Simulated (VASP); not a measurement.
VASP runs on Zr4C3N (space group R-3m) share one base input (PBEsol GGA, plane waves, VASP's PBE PAW potentials (set 64)) and change the settings named in each case.

**INCAR**
```
LREAL=.FALSE.
LMAXMIX=4   # l cut-off of mixed one-centre charges
LASPH=.TRUE.   # aspherical one-centre terms
SIGMA=0.272   # width (eV)
PREC=Accurate
GGA=PS
LCHARG=.FALSE.
ISIF=2
ENCUT=400
EDIFF=1E-6   # SCF stop (eV)
SYSTEM=Zr4C3N
ISMEAR=0
LWAVE=.FALSE.
ALGO=Normal
NELM=100   # most electronic steps
```

### KPOINTS
```
Automatic
0
Gamma
6 6 6
0 0 0
```

File POSCAR:
```
Zr4C3N
1.0
  1.6571600000   0.9567620000  10.8106000000
 -1.6571600000   0.9567620000  10.8106000000
  0.0000000000  -1.9135240000  10.8106000000
Zr C N
4 3 1
Cart
  0.0000000000   0.0000000000  28.3618361226
 -0.0000000000  -0.0000000000   4.0699638774
 -0.0000000000   0.0000000000  12.1944540954
 -0.0000000000   0.0000000000  20.2373459046
 -0.0000000000   0.0000000000   8.1698947380
 -0.0000000000   0.0000000000  24.2619052620
  0.0000000000   0.0000000000  16.2159000000
  0.0000000000   0.0000000000   0.0000000000
```

POTCAR, in this order: Zr_sv C N (PBE.64 set). Program: vasp_std.

```csv
change,E(σ→0) (eV/atom),pressure (GPa),largest force (eV/Å),−TS (eV)
base run,-10.4318,-6.96,0.254,-0.0617
"GGA removed, POTCAR Zr_sv C N (LDA.64 set)",-10.7923,___,___,___
KPOINTS 1×1×1 Γ-centred mesh,-8.2988,12.08,3.495,-0.6812
"LDAU = .TRUE., LDAUJ = 0 0 0, LDAUL = 2 -1 -1, LDAUTYPE = 2, LDAUU = 6.0 0 0",-8.5280,___,___,___
```

Task: Fill in the missing entries.

Result: 
- LDAU = .TRUE., LDAUJ = 0 0 0, LDAUL = 2 -1 -1, LDAUTYPE = 2, LDAUU = 6.0 0 0, pressure (GPa): 10.36
- LDAU = .TRUE., LDAUJ = 0 0 0, LDAUL = 2 -1 -1, LDAUTYPE = 2, LDAUU = 6.0 0 0, largest force (eV/Å): 0.523
- LDAU = .TRUE., LDAUJ = 0 0 0, LDAUL = 2 -1 -1, LDAUTYPE = 2, LDAUU = 6.0 0 0, −TS (eV): -0.0623
- GGA removed, POTCAR Zr_sv C N (LDA.64 set), pressure (GPa): -10.89
- GGA removed, POTCAR Zr_sv C N (LDA.64 set), largest force (eV/Å): 0.269
- GGA removed, POTCAR Zr_sv C N (LDA.64 set), −TS (eV): -0.0619

Energies of different potentials or functionals have different zeros.  At 400 eV the pressure can carry a Pulay error.

Left out are runs that ran out of time, are held back, or changed the cell or the kind of run, fixed moments of cells without a moment, rows past the twelfth, gaps on odd meshes, pressures of charged cells and columns that move by less than the noise.

The structure comes from a computed database's Zr4C3N entry; how it stands against other phases isn't given here. The cell was not relaxed at this level, forces remain on its atoms. The electron count is odd and the run is not spin-polarised, which forces a metal.
